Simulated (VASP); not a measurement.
Calculation: PBE GGA with D3 dispersion (Becke-Johnson damping), VASP's PBE PAW potentials (set 64) (plane waves; VASP).

VASP input:

**KPOINTS**
```
Automatic mesh
0
Gamma
19 19 10
0 0 0
```

### INCAR
```
! general
SYSTEM = Be
PREC   = Accurate
ENCUT  = 520
LREAL  = .FALSE.
LASPH  = .TRUE.

! electronic loop
EDIFF  = 1E-7
NELM   = 100
ALGO   = Normal

! smearing
ISMEAR = 1
SIGMA  = 0.1

! functional
GGA    = PE
IVDW   = 12

! ions
IBRION = 2
NSW    = 30
ISIF   = 4
EDIFFG = -0.01

! output
LWAVE  = .FALSE.
LCHARG = .FALSE.
```

### POSCAR
```
Be
1
    1.1314605280    -1.9597469595     0.0000000000
    1.1314605280     1.9597469595     0.0000000000
    0.0000000000     0.0000000000     3.5596453009
Be
2
Direct
  0.3333330000   0.6666670000   0.2500000000
  0.6666670000   0.3333330000   0.7500000000
```

POTCAR, in this order: Be (PBE.64 set). Program: vasp_std.

The run wrote:

OSZICAR:
```
       N       E                     dE             d eps       ncg     rms          rms(c)
DAV:   1    -0.249391059568E+01   -0.24939E+01   -0.18628E+03  2898   0.557E+02
DAV:   2    -0.757001396441E+01   -0.50761E+01   -0.48942E+01  4452   0.638E+01
DAV:   3    -0.760284331946E+01   -0.32829E-01   -0.32815E-01  3738   0.470E+00
DAV:   4    -0.760287905034E+01   -0.35731E-04   -0.35707E-04  4224   0.145E-01
DAV:   5    -0.760287905838E+01   -0.80400E-08   -0.83674E-08  3786   0.177E-03    0.121E+00
DAV:   6    -0.755657014147E+01    0.46309E-01   -0.61940E-03  3330   0.117E+00    0.745E-01
DAV:   7    -0.753812501795E+01    0.18445E-01   -0.68036E-03  3252   0.122E+00    0.276E-02
DAV:   8    -0.753810248023E+01    0.22538E-04   -0.13711E-05  4170   0.452E-02    0.947E-03
DAV:   9    -0.753810144965E+01    0.10306E-05   -0.27849E-06  3630   0.209E-02    0.964E-04
DAV:  10    -0.753810128964E+01    0.16001E-06   -0.55776E-09  3438   0.847E-04    0.279E-04
DAV:  11    -0.753810115954E+01    0.13010E-06   -0.31853E-09  1848   0.764E-04    0.701E-06
DAV:  12    -0.753810115659E+01    0.29434E-08   -0.14795E-10  1992   0.153E-04
   1 F= -.82495007E+01 E0= -.82495017E+01  d E =-.824950E+01
       N       E                     dE             d eps       ncg     rms          rms(c)
DAV:   1    -0.753815075508E+01   -0.49596E-04   -0.46370E-04  3648   0.144E-01    0.772E-03
DAV:   2    -0.753815031517E+01    0.43991E-06   -0.20881E-06  3564   0.134E-02    0.469E-03
DAV:   3    -0.753814987685E+01    0.43832E-06   -0.20310E-07  3822   0.279E-03    0.662E-05
DAV:   4    -0.753814987624E+01    0.60889E-09   -0.17815E-09  2046   0.423E-04
   2 F= -.82495476E+01 E0= -.82495526E+01  d E =-.468230E-04
```

OUTCAR:
```
------------------------ aborting loop because EDIFF is reached ----------------------------------------
 Edisp (eV)   -0.71140
  FORCE on cell =-STRESS in cart. coord.  units (eV):
  Direction    XX          YY          ZZ          XY          YZ          ZX
  --------------------------------------------------------------------------------------
  Total      -0.70844    -0.70844    -0.69914     0.00000     0.00000     0.00000
  in kB     -71.90192   -71.90190   -70.95712     0.00000     0.00000     0.00000
  external pressure =      -71.59 kB  Pullay stress =        0.00 kB
  volume of cell :       15.79
      direct lattice vectors                 reciprocal lattice vectors
     1.130806237 -1.958613700  0.000000000     0.442162400 -0.255282601  0.000000000
     1.130806237  1.958613700 -0.000000000     0.442162400  0.255282601  0.000000000
     0.000000000  0.000000000  3.563765745     0.000000000  0.000000000  0.280602057
 POSITION                                       TOTAL-FORCE (eV/Angst)
 -----------------------------------------------------------------------------------
      1.13081      0.65287      0.89094         0.000000      0.000000      0.000000
      1.13081     -0.65287      2.67282        -0.000000     -0.000000      0.000000
 -----------------------------------------------------------------------------------
    total drift:                                0.000000     -0.000003      0.000005
  FREE ENERGIE OF THE ION-ELECTRON SYSTEM (eV)
  ---------------------------------------------------
  free  energy   TOTEN  =        -8.2495475610 eV

  energy  without entropy=       -8.2495627470  energy(sigma->0) =       -8.24955262

 reached required accuracy - stopping structural energy minimisation
```
(Selected blocks of OUTCAR.)

**CONTCAR**
```
Be
   1.00000000000000
     1.1308062369592340   -1.9586136999440940    0.0000000000000000
     1.1308062369592340    1.9586136999440940   -0.0000000000000000
     0.0000000000000000    0.0000000000000000    3.5637657450792424
  Be
     2
Direct
     0.3333330000000032    0.6666669999999968    0.2500000000000000
     0.6666669999999968    0.3333330000000032    0.7500000000000000
```

The compound is Be in the hcp structure. This cell is one point of a volume scan, at 1.06 of the reference volume. Symmetry was kept, so distortions that lower it aren't found.
